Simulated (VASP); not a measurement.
## RuS (relaxed from the wurtzite structure, space group P6_3mc): computed properties

Method: PBEsol GGA, VASP's PBE PAW potentials (set 64) (plane waves; VASP 6.6.1).

* **space group**: P6_3mc (186)
* **cell**: a = b = 3.489 Å, c = 6.404 Å, α = β = 90.00°, γ = 120.00°
* **volume per atom**: 16.88 Å^3/atom
* **band gap (over mesh and band path)**: none (metal, semimetal or under 0.01 eV)
* **density**: 6.55 g/cm³

```
CELL_PARAMETERS angstrom
      3.48950     0.00000     0.00000
     -1.74475     3.02199     0.00000
      0.00000     0.00000     6.40361
ATOMIC_POSITIONS crystal
  Ru 0.33333 0.66667 0.00854
  Ru 0.66667 0.33333 0.50854
  S  0.33333 0.66667 0.36646
  S  0.66667 0.33333 0.86646
```

The structure was generated: RuS was put into the wurtzite type (P6_3mc), which need not be its known phase. It was relaxed first, which changed the volume by -31 %. Symmetry was kept, so distortions that lower it aren't found.
